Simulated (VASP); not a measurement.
Energy against volume of SiO2 (rutile). Calculation: r2SCAN+rVV10, VASP's PBE PAW potentials (set 64) (plane waves; VASP 6.6.1). Numerical set-up: 520 eV cut-off, 5×5×8 Γ-centred mesh, Gaussian smearing of 0.050 eV, potentials Si O.

Shape and ions are relaxed at each volume.

```csv
V (Å³/atom),E (eV/atom)
7.294,-9.65281
7.527,-9.67716
7.760,-9.68513
7.993,-9.67940
```

Fit these four points and predict the energy of the run at 8.225 Å³/atom.

A cubic in V^(−2/3), the third-order Birch-Murnaghan form, passes through the four points with V0 = 7.77 Å³/atom and B0 = 310 GPa, and gives -9.6623 eV/atom there. The run gave -9.6624 eV/atom, -0.1 meV/atom from the fit; all five points give B0 = 309 GPa.

The compound is SiO2 in the rutile structure, stishovite, a high-pressure form. It was relaxed first.
